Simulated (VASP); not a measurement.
Wanted: the native input for a VASP 6.6.1 run.

- Task: single point
- Functional: PBE
- Dispersion: D3(BJ)
- Potentials or basis: VASP PAW PBE potentials, release 64 (Mo_sv)
- Cutoff: 520 eV
- k mesh: 18 × 18 × 18
- Occupations: gaussian, width 0.1 eV
- Spin: no spin polarisation
- Further INCAR settings: ALGO = Normal; EDIFF = 1e-07

The structure of Mo lies in POSCAR:

```
Mo                                      
1.0
   -1.5816887488      1.5816887488      1.5816887488
    1.5816887488     -1.5816887488      1.5816887488
    1.5816887488      1.5816887488     -1.5816887488
  Mo            
     1
Direct
     0.0000000000000000    0.0000000000000000    0.0000000000000000
```

The cell isn't the ideal one: a relaxed cell with its volume scaled by 1.03.

The input as run:

INCAR

```
SYSTEM = Mo
ALGO     = Normal         ! electronic algorithm
EDIFF    = 1E-7           ! SCF threshold, eV
ENCUT    = 520            ! plane-wave cutoff, eV
GGA      = PE             ! functional
ISIF     = 2              ! what is computed and relaxed
ISMEAR   = 0              ! smearing method
IVDW     = 12             ! dispersion correction
LASPH    = .True.         ! aspherical terms in the spheres
LCHARG   = .False.        ! write CHGCAR
LREAL    = .False.        ! projectors in reciprocal space
LWAVE    = .False.        ! write WAVECAR
NELM     = 100            ! most SCF steps
PREC     = Accurate       ! precision mode
SIGMA    = 0.1            ! smearing width, eV
```

KPOINTS

```
k-points
0
Gamma
  18 18 18
  0 0 0
```

Potentials or basis: VASP PAW PBE potentials, release 64 (Mo_sv).

Run with:

```bash
$ cat potpaw_PBE.64/Mo_sv/POTCAR > POTCAR
$ mpirun -np 1 vasp_std > vasp.out
```

Results of the run:

- Pressure: -7.7 GPa
- Band gap on the k mesh: none (metal or under the smearing width)
- Dispersion energy per atom: -0.705 eV

Caveat: pairwise dispersion overbinds metals, which lowers pressure and volume.

Run time: 18 s on 1 thread of AMD EPYC 7R13 Processor (Zen 3) (shared host), peak memory 0.13 GiB.
